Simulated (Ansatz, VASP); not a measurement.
# Cross-check of SiCF2 (F-SiC-F chair, 3 layers, AB) between VASP and Ansatz, part 2 of 2

Wanted: the spread between two codes on one cell, functional and k mesh. Of the first pair: The structure shown is the start of the Ansatz relaxation below; VASP solves that cell, so the two are compared at the walk's first step.

VASP 6.6.1 and Ansatz 0.2.0.

So far: The starting structure; Ansatz: relaxation, LDA.

### Step 3. VASP: single point, LDA, start cell, pair 1

Level of this step: LDA; plane waves and PAW (F, C, Si) (VASP).

The same cell, functional (in two slightly different forms), mesh and smearing now go to VASP, with its own data sets.

Lines of VASP's logs that name or quote its potential files are left out, and so is its time.

Input file INCAR:

```
SYSTEM = SiCF2
PREC = Accurate
ENCUT = 520
EDIFF = 1E-06
NELM = 120
ISMEAR = -1
SIGMA = 0.05
LREAL = .FALSE.
ALGO = Normal
GGA = CA
NBANDS = 45
LORBIT = 11
LWAVE = .FALSE.
LCHARG = .FALSE.
ISIF = 2
LDIPOL = .TRUE.
IDIPOL = 3
DIPOL = 0.5 0.5 0.499
LVHAR = .TRUE.
LASPH = .TRUE.
GGA_COMPAT = .FALSE.
EFERMI = MIDGAP
NELMDL = -8
KPAR = 2
```

Input file POSCAR:

```
SiCF2
1.0
    3.0855000000      0.0000000000      0.0000000000
   -1.5427500000      2.6721210000      0.0000000000
    0.0000000000      0.0000000000     63.6000000000
F C Si
6 3 3
Direct
    0.6666666667      0.3333333333      0.3718553459
    0.3333333333      0.6666666667      0.4289832233
    0.0000000000      0.0000000000      0.4714360535
    0.6666666667      0.3333333333      0.5285639465
    0.6666666667      0.3333333333      0.5710167767
    0.3333333333      0.6666666667      0.6281446541
    0.6666666667      0.3333333333      0.3927672956
    0.0000000000      0.0000000000      0.4923480031
    0.6666666667      0.3333333333      0.5919287264
    0.3333333333      0.6666666667      0.4025681289
    0.6666666667      0.3333333333      0.5021488522
    0.3333333333      0.6666666667      0.6017295597
```

Input file KPOINTS:

```
Automatic mesh
0
Gamma
10 10 1
0 0 0
```

The projector-augmented-wave data sets are F, C and Si (LDA family, release 64).

The run is started by

```bash
$ mpirun -np 2 vasp_std
```

Numbers of over 12 decimals in the logs are rounded to 6 here.

Log:

```text
[banner, memory and clock lines left out]
running    2 mpi-ranks, on    1 nodes
 distrk:  each k-point on    1 cores,    2 groups
 distr:  one band on    1 cores,    1 groups

 POSCAR found type information on POSCAR F C Si
 POSCAR found :  3 types and      12 ions
 LDA part: xc-table for (Slater(with rela. corr.)+CA(PZ))
 , standard interpolation
|                                                                             |
|           W    W    AA    RRRRR   N    N  II  N    N   GGGG   !!!           |
|           W    W   A  A   R    R  NN   N  II  NN   N  G    G  !!!           |
|           W    W  A    A  R    R  N N  N  II  N N  N  G       !!!           |
|           W WW W  AAAAAA  RRRRR   N  N N  II  N  N N  G  GGG   !            |
|           WW  WW  A    A  R   R   N   NN  II  N   NN  G    G                |
|           W    W  A    A  R    R  N    N  II  N    N   GGGG   !!!           |
|                                                                             |
|     One of the lattice vectors is very long (>50 A), but AMIN is rather     |
|     large. This can spoil convergence since charge sloshing might occur     |
|     along the long lattice vector. If problems with convergence are         |
|     observed, try to decrease AMIN to a smaller value (e.g. 0.01).          |
|     Note: This warning only applies if the self-consistency cycle is        |
|     used.                                                                   |
|                                                                             |

 POSCAR, INCAR and KPOINTS ok, starting setup
 FFT: planning ... GRIDC
 FFT: planning ... GRID_SOFT
 FFT: planning ... GRID
 WAVECAR not read
 entering main loop
       N       E                     dE             d eps       ncg     rms          rms(c)
DAV:   1     0.619982980072E+03    0.61998E+03   -0.27605E+04  1428   0.114E+03
DAV:   2     0.867500027341E+01   -0.61131E+03   -0.58811E+03  1794   0.289E+02
DAV:   3    -0.805099481619E+02   -0.89185E+02   -0.88407E+02  1465   0.120E+02
DAV:   4    -0.827715240301E+02   -0.22616E+01   -0.22498E+01  1595   0.212E+01
DAV:   5    -0.828161710741E+02   -0.44647E-01   -0.44588E-01  1532   0.291E+00
DAV:   6    -0.828176562527E+02   -0.14852E-02   -0.14845E-02  1627   0.528E-01
DAV:   7    -0.828177142490E+02   -0.57996E-04   -0.57987E-04  1595   0.953E-02
DAV:   8    -0.828177169876E+02   -0.27386E-05   -0.27381E-05  1571   0.197E-02    0.178E+01
DAV:   9    -0.774374934634E+02    0.53802E+01   -0.13631E+01  1456   0.170E+01    0.927E+00
DAV:  10    -0.769472982920E+02    0.49020E+00   -0.13610E+00  1584   0.594E+00    0.325E+00
DAV:  11    -0.768682516584E+02    0.79047E-01   -0.18173E-01  1521   0.225E+00    0.135E+00
DAV:  12    -0.768587419735E+02    0.95097E-02   -0.43129E-02  1526   0.144E+00    0.261E-01
DAV:  13    -0.768549659760E+02    0.37760E-02   -0.81310E-03  1503   0.707E-01    0.159E-01
DAV:  14    -0.768551210306E+02   -0.15505E-03   -0.68682E-03  1522   0.395E-01    0.917E-02
[...]
DAV:  21    -0.768552356584E+02   -0.44564E-04   -0.42379E-06  1274   0.859E-03    0.171E-03
DAV:  22    -0.768552501432E+02   -0.14485E-04   -0.79928E-07  1119   0.396E-03    0.124E-03
DAV:  23    -0.768552641324E+02   -0.13989E-04   -0.86088E-07  1132   0.285E-03    0.851E-04
DAV:  24    -0.768552701189E+02   -0.59864E-05   -0.16469E-07  1014   0.217E-03    0.372E-04
DAV:  25    -0.768552737135E+02   -0.35946E-05   -0.10500E-07   997   0.129E-03    0.370E-04
DAV:  26    -0.768552755875E+02   -0.18740E-05   -0.19075E-08   950   0.694E-04    0.207E-04
DAV:  27    -0.768552775959E+02   -0.20084E-05   -0.21996E-08   979   0.620E-04    0.145E-04
DAV:  28    -0.768552785778E+02   -0.98193E-06   -0.77659E-09   961   0.457E-04
   1 F= -.76855279E+02 E0= -.76854156E+02  d E =-.224444E-02
```

Parts of OUTCAR (step 3):

```text
ion  position               nearest neighbor table
   1  0.667  0.333  0.372-   7 1.33
   2  0.333  0.667  0.429-  10 1.68
   3  0.000  0.000  0.471-   8 1.33
   4  0.667  0.333  0.529-  11 1.68
   5  0.667  0.333  0.571-   9 1.33
   6  0.333  0.667  0.628-  12 1.68
   7  0.667  0.333  0.393-   1 1.33  10 1.89  10 1.89  10 1.89
   8  0.000  0.000  0.492-   3 1.33  11 1.89  11 1.89  11 1.89
   9  0.667  0.333  0.592-   5 1.33  12 1.89  12 1.89  12 1.89
  10  0.333  0.667  0.403-   2 1.68   7 1.89   7 1.89   7 1.89
  11  0.667  0.333  0.502-   4 1.68   8 1.89   8 1.89   8 1.89
  12  0.333  0.667  0.602-   6 1.68   9 1.89   9 1.89   9 1.89

  LATTYP: Found a hexagonal cell.
 ALAT       =     3.0855000000
 C/A-ratio  =    20.6125425377

 Subroutine GETGRP returns: Found  6 space group operations
 (whereof  6 operations were pure point group operations)

The static configuration has the point symmetry C_3v.

 Found     14 irreducible k-points:

   k-points           NKPTS =     14   k-points in BZ     NKDIM =     14   number of bands    NBANDS=     45

   dimension x,y,z NGX =    24 NGY =   24 NGZ =  480
   dimension x,y,z NGXF=    48 NGYF=   48 NGZF=  960

   ENCUT  =  520.0 eV  38.22 Ry    6.18 a.u.   5.74  5.74118.25*2*pi/ulx,y,z

   NELECT =      66.0000    total number of electrons

 k-points in reciprocal lattice and weights: Automatic mesh
   0.00000000  0.00000000  0.00000000       0.010
   0.10000000  0.00000000  0.00000000       0.060
   0.20000000  0.00000000  0.00000000       0.060
   0.30000000  0.00000000  0.00000000       0.060
   0.40000000  0.00000000  0.00000000       0.060
   0.50000000  0.00000000  0.00000000       0.030
   0.10000000  0.10000000  0.00000000       0.060
   0.20000000  0.10000000  0.00000000       0.120
   0.30000000  0.10000000  0.00000000       0.120
[...]
0.40000000  0.20000000  0.00000000       0.060
   0.30000000  0.30000000  0.00000000       0.060

 dipolmoment           0.000000      0.000000      0.124890 electrons x Angstroem

 average (electrostatic) potential at core
       1 -85.8512       2 -84.5740       3 -85.0880       4 -83.8888       5 -84.4093
       6 -83.0745       7 -64.6597       8 -63.9503       9 -63.2694      10 -96.1906
      11 -95.4966      12 -94.7873

 E-fermi :  -4.0518

 k-point     1 :       0.0000    0.0000    0.0000
  band No.  band energies     occupation
    ...
     30      -4.7988      2.00000
     31      -4.7988      2.00000
     32      -4.1109      1.53100
     33      -4.1109      1.53100
     34      -4.0609      1.09083
     35      -3.3240      0.00000
     36      -2.5959      0.00000
     37       0.0347      0.00000
     38       0.7532      0.00000
     39       1.1379      0.00000
    ...

 k-point     2 :       0.1000    0.0000    0.0000
  band No.  band energies     occupation
    ...
     29      -5.6748      2.00000
     30      -5.3963      2.00000
     31      -4.9554      2.00000
     32      -4.7063      2.00000
     33      -4.2666      1.97311
     34      -3.6912      0.00147
     35      -2.9553      0.00000
     36      -2.2244      0.00000
     37       0.2959      0.00000
     38       1.0240      0.00000
    ...

 k-point     3 :       0.2000    0.0000    0.0000
  band No.  band energies     occupation
    ...
     29      -6.5304      2.00000
     30      -6.0204      2.00000
     31      -5.8347      2.00000
     32      -5.3002      2.00000
     33      -4.6093      1.99997
     34      -3.0059      0.00000
     35      -2.2807      0.00000
     36      -1.5504      0.00000
     37       0.1755      0.00000
     38       0.8841      0.00000
    ...

  Total        1.7351586      1.7351581     -0.7657665      0.0000000      0.0000000      0.0000000
  in kB        5.3016491      5.3016476     -2.3397429      0.0000000      0.0000000      0.0000000
  external PRESSURE =       2.7545179 kB  Pullay stress =       0.0000000 kB

  energy-cutoff  :      520.00
  volume of cell :      524.37
      direct lattice vectors                 reciprocal lattice vectors
     3.085500000  0.000000000  0.000000000     0.324096581  0.187117275  0.000000000
    -1.542750000  2.672121000  0.000000000     0.000000000  0.374234550  0.000000000
     0.000000000  0.000000000 63.600000000     0.000000000  0.000000000  0.015723270

 POSITION                                       TOTAL-FORCE (eV/Angst)
 -----------------------------------------------------------------------------------
      1.54275      0.89071     23.65000         0.000000     -0.000000     -3.315819
     -0.00000      1.78141     27.28333        -0.000000     -0.000000     -2.509419
      0.00000      0.00000     29.98333        -0.000000     -0.000000     -3.278336
      1.54275      0.89071     33.61667        -0.000000     -0.000000     -2.529330
      1.54275      0.89071     36.31667         0.000000     -0.000000     -3.249802
     -0.00000      1.78141     39.95000        -0.000000     -0.000000     -2.645163
      1.54275      0.89071     24.98000         0.000000      0.000000      3.494765
      0.00000      0.00000     31.31333        -0.000000     -0.000000      3.425243
      1.54275      0.89071     37.64667         0.000000     -0.000000      3.350225
     -0.00000      1.78141     25.60333        -0.000000      0.000000      2.375862
      1.54275      0.89071     31.93667        -0.000000      0.000000      2.348207
     -0.00000      1.78141     38.27000        -0.000000     -0.000000      2.533568
 -----------------------------------------------------------------------------------
    total drift:                               -0.000001      0.000025      0.000378

  FREE ENERGIE OF THE ION-ELECTRON SYSTEM (eV)
  ---------------------------------------------------
  free  energy   TOTEN  =       -76.8552785778 eV

  energy  without entropy=      -76.8530341378  energy(sigma->0) =      -76.85415636

 vacuum level on the upper side and lower side of the slab         4.127         1.386

 total charge
# of ion       s       p       d       tot
------------------------------------------
    1        1.741   4.380   0.000   6.120
    2        1.738   4.321   0.000   6.059
    3        1.741   4.377   0.000   6.117
    4        1.738   4.321   0.000   6.059
    5        1.741   4.376   0.000   6.117
    6        1.738   4.319   0.000   6.057
    7        0.823   1.698   0.000   2.521
    8        0.823   1.699   0.000   2.522
    9        0.824   1.697   0.000   2.521
   10        0.728   0.954   0.000   1.682
   11        0.728   0.954   0.000   1.682
   12        0.728   0.954   0.000   1.682
--------------------------------------------------
tot         15.090  34.050   0.000  49.140

[... 3 further parts left out ...]
```

### Step 4. Side by side

Known differences besides the potentials themselves: the two LDA forms differ slightly; Ansatz cuts the interaction across the vacuum, VASP repeats the sheet with a dipole correction; the cutoff is 420 eV in Ansatz and 520 eV in VASP; VASP's log shows a relativistic correction to its local exchange, Ansatz's none. Total energies have different zeros and are not compared.

Forces on 7 of the 12 atoms, those with the largest forces and the largest differences (eV/Å; atoms numbered as in POSCAR):

```tsv
atom	Ansatz x, y, z	VASP x, y, z
F1	0.000, 0.000, -2.790	0.000, 0.000, -3.316
F3	0.000, 0.000, -2.744	0.000, 0.000, -3.278
F5	0.000, 0.000, -2.719	0.000, 0.000, -3.250
F6	0.000, 0.000, -2.841	0.000, 0.000, -2.645
C7	0.000, 0.000, 3.007	0.000, 0.000, 3.495
C8	0.000, 0.000, 2.934	0.000, 0.000, 3.425
C9	0.000, 0.000, 2.856	0.000, 0.000, 3.350
```

The forces differ by 220 meV/Å r.m.s., which is 12.9 % of the r.m.s. force of 1.706 eV/Å (both taken over all components). With vacuum in the cell, a pressure given here is an average over mostly empty space and none of the material.

### Step 5. Ansatz: relaxation, LDA

This run makes the geometry at which the two programs are then compared.

The structure compared here is the end of the Ansatz relaxation.

Input file input.yaml:

```yaml
crystal:
  lattice:
    - [3.0855, 0.0, 0.0]
    - [-1.54275, 2.6721213834, 0.0]
    - [0.0, 0.0, 63.5999999968]
  atoms:
    - { symbol: F, position: [0.6666666667, 0.3333333333, 0.3718553459] }
    - { symbol: C, position: [0.6666666667, 0.3333333333, 0.3927672956] }
    - { symbol: Si, position: [0.3333333333, 0.6666666667, 0.4025681341] }
    - { symbol: F, position: [0.3333333333, 0.6666666667, 0.4289832285] }
    - { symbol: F, position: [0.0, 0.0, 0.4714360587] }
    - { symbol: C, position: [0.0, 0.0, 0.4923480084] }
    - { symbol: Si, position: [0.6666666667, 0.3333333333, 0.5021488469] }
    - { symbol: F, position: [0.6666666667, 0.3333333333, 0.5285639413] }
    - { symbol: F, position: [0.6666666667, 0.3333333333, 0.5710167715] }
    - { symbol: C, position: [0.6666666667, 0.3333333333, 0.5919287212] }
    - { symbol: Si, position: [0.3333333333, 0.6666666667, 0.6017295597] }
    - { symbol: F, position: [0.3333333333, 0.6666666667, 0.6281446541] }
  periodic: [true, true, false]
kpoints:
  mp_grid: { grid: [10, 10, 1] }
hamiltonian:
  xc: lda
scf:
  occupations: { method: fermi_dirac, width: 0.05 }
  convergence: { dr2_threshold: 1.0e-09 }
relax:
  f_tol: 0.015
  max_steps: 90
  cell: {}
output:
  write_potential: true
  write_density: true
  volumetric_format: npy
```

The run is started by

```bash
$ ansatz run input.yaml --threads 2 --pin off --max-ram 3072MiB --backend cpu --events-out ev --progress --plain --runs-dir out
```

Log:

```text
[...]
Crystal: 12 atoms, lattice volume = 524.371 Å³
Basis set: ecut = 420 eV, 10209 PW (Γ)
Bands: 45, of which v1, the nominal top of the filled ones, is band 33 counted from 1 (32 counted from 0)
Symmetry: 6 space group operations
[...]
k-points: 14 of 100 (time reversal used)
[...]
- { symbol: C, position: [-2.4671622769088907e-17, -1.850371707681669e-17, 0.490944] }
    - { symbol: Si, position: [0.666667, 0.333333, 0.499935] }
    - { symbol: F, position: [0.666667, 0.333333, 0.524821] }
    - { symbol: F, position: [0.666667, 0.333333, 0.566438] }
    - { symbol: C, position: [0.666667, 0.333333, 0.588595] }
    - { symbol: Si, position: [0.333333, 0.666667, 0.597589] }
    - { symbol: F, position: [0.333333, 0.666667, 0.622472] }
[key lines of the parts left out:]
SCF converged after 5 iterations
Free energy (F): -7316.399865 eV
Fermi energy:    -6.794713 eV
P = ½ c Tr σ = 0.0238 N/m
```

### Step 6. VASP: single point, LDA, relaxed cell, pair 2

The same cell, functional (in two slightly different forms), mesh and smearing now go to VASP, with its own data sets.

Changes to INCAR since step 3:

```diff
@@ -17,3 +17,3 @@
 IDIPOL = 3
-DIPOL = 0.5 0.5 0.499
+DIPOL = 0.5 0.5 0.498
 LVHAR = .TRUE.
```

Input file POSCAR:

```
SiCF2
1.0
    3.1132663232      0.0000000000      0.0000000000
   -1.5566331616      2.6961677246      0.0000000000
    0.0000000000      0.0000000000     63.5999999968
F C Si
6 3 3
Direct
    0.6666666667      0.3333333333      0.3786455423
    0.3333333333      0.6666666667      0.4346800707
    0.0000000000      0.0000000000      0.4687884736
    0.6666666667      0.3333333333      0.5248208506
    0.6666666667      0.3333333333      0.5664382509
    0.3333333333      0.6666666667      0.6224718795
    0.6666666667      0.3333333333      0.4007926633
    0.0000000000      0.0000000000      0.4909435483
    0.6666666667      0.3333333333      0.5885953025
    0.3333333333      0.6666666667      0.4097908061
    0.6666666667      0.3333333333      0.4999345020
    0.3333333333      0.6666666667      0.5975886759
```

KPOINTS is that of step 3.

The run is started by

```bash
$ mpirun -np 2 vasp_std
```

Log:

```text
[banner, memory and clock lines left out]
running    2 mpi-ranks, on    1 nodes
[...]
LDA part: xc-table for (Slater(with rela. corr.)+CA(PZ))
 , standard interpolation
 [... a notice as in an earlier step ...]

 POSCAR, INCAR and KPOINTS ok, starting setup
[...]
entering main loop
       N       E                     dE             d eps       ncg     rms          rms(c)
DAV:   1     0.629732611637E+03    0.62973E+03   -0.27359E+04  1412   0.114E+03
DAV:   2     0.983530647772E+01   -0.61990E+03   -0.59383E+03  1786   0.288E+02
DAV:   3    -0.811899674599E+02   -0.91025E+02   -0.90391E+02  1473   0.121E+02
DAV:   4    -0.834257215467E+02   -0.22358E+01   -0.22210E+01  1584   0.214E+01
[...]
DAV:  22    -0.776887408861E+02   -0.29610E-05   -0.10385E-07  1014   0.532E-03    0.370E-04
DAV:  23    -0.776887425702E+02   -0.16842E-05   -0.14458E-07  1041   0.336E-03    0.353E-04
DAV:  24    -0.776887433620E+02   -0.79173E-06   -0.49361E-08   978   0.159E-03
   1 F= -.77688743E+02 E0= -.77688743E+02  d E =-.706000E-07
```

OUTCAR, selected parts (step 6):

```text
  Total       -0.1115446     -0.1115446      2.8602801     -0.0000000      0.0000000     -0.0000000
  in kB       -0.3347640     -0.3347640      8.5841807     -0.0000000      0.0000000     -0.0000000
  external PRESSURE =       2.6382176 kB  Pullay stress =       0.0000000 kB

 POSITION                                       TOTAL-FORCE (eV/Angst)
 -----------------------------------------------------------------------------------
      1.55663      0.89872     24.08186        -0.000000     -0.000000     -0.396517
     -0.00000      1.79745     27.64565         0.000000      0.000000      0.300355
      0.00000      0.00000     29.81495        -0.000000      0.000000     -0.395713
      1.55663      0.89872     33.37861        -0.000000      0.000000      0.295067
      1.55663      0.89872     36.02547         0.000000     -0.000000     -0.398413
     -0.00000      1.79745     39.58921         0.000000     -0.000000      0.296835
      1.55663      0.89872     25.49041         0.000000     -0.000000      0.352372
      0.00000      0.00000     31.22401        -0.000000      0.000000      0.351388
      1.55663      0.89872     37.43466         0.000000      0.000000      0.352034
     -0.00000      1.79745     26.06270        -0.000000      0.000000     -0.252336
      1.55663      0.89872     31.79583         0.000000      0.000000     -0.252851
     -0.00000      1.79745     38.00664        -0.000000      0.000000     -0.252222
 -----------------------------------------------------------------------------------
    total drift:                               -0.000001     -0.000000     -0.001568

  FREE ENERGIE OF THE ION-ELECTRON SYSTEM (eV)
  ---------------------------------------------------
  free  energy   TOTEN  =       -77.6887433620 eV

  energy  without entropy=      -77.6887432914  energy(sigma->0) =      -77.68874333

[... 1 part as in an earlier step ...]

[... 2 further parts left out ...]
[key lines of the parts left out:]
E-fermi :  -4.2028
```

### Step 7. Differences

The two programs side by side:

```tsv
quantity	Ansatz	VASP	difference
gap on the k mesh (eV)	1.391	1.343	+0.048
```

Forces on 7 of the 12 atoms, those with the largest forces and the largest differences (eV/Å; atoms numbered as in POSCAR):

```tsv
atom	Ansatz x, y, z	VASP x, y, z
F1	0.000, 0.000, 0.000	0.000, 0.000, -0.397
F2	0.000, 0.000, 0.000	0.000, 0.000, 0.300
F3	0.000, 0.000, 0.000	0.000, 0.000, -0.396
F5	0.000, 0.000, 0.000	0.000, 0.000, -0.398
C7	0.000, 0.000, 0.000	0.000, 0.000, 0.352
C8	0.000, 0.000, 0.000	0.000, 0.000, 0.351
C9	0.000, 0.000, -0.001	0.000, 0.000, 0.352
```

The forces differ by 190 meV/Å r.m.s., where the r.m.s. force is 0.000 eV/Å in Ansatz and 0.190 eV/Å in VASP: the atoms lie near their places of rest in Ansatz, so a percentage would say little (all taken over all components). A gap on the mesh is an upper bound, since the band edges may lie between its points. With vacuum in the cell, a pressure given here is an average over mostly empty space and none of the material.

### Step 8. What came out

| Item | Value |
| --- | --- |
| r.m.s. force difference (single point, LDA, start cell, pair 1) | 13 % of the r.m.s. force |
| r.m.s. force difference (single point, LDA, relaxed cell, pair 2) | 190 meV/Å |
| difference in gap on the k mesh (single point, LDA, relaxed cell, pair 2) | 0.048 eV |

What this shows: The r.m.s. force difference is 190 meV/Å (single point, LDA, relaxed cell, pair 2), beyond the 12 meV/Å picked in this series as the mark of a large difference. What causes the difference of the single point, LDA, start cell, pair 1 pair stays open here. What causes the difference of the single point, LDA, relaxed cell, pair 2 pair stays open here. Such differences can come from data sets, numerical settings and the points named under the comparisons, not from the functional's error against experiment.

[Lines on the potential files, build, host, timing and source positions are cut from VASP's logs without a mark.]

[Logs are printed without paths, hosts, clocks, repeated set-up lines and the standing remarks that a program may print on its own settings, such as how far it seeks lower states.]

[Hosts, paths, dates, database ids (printed as entryN), source tags and the programs' standing remarks are cut or masked in the printed files.]
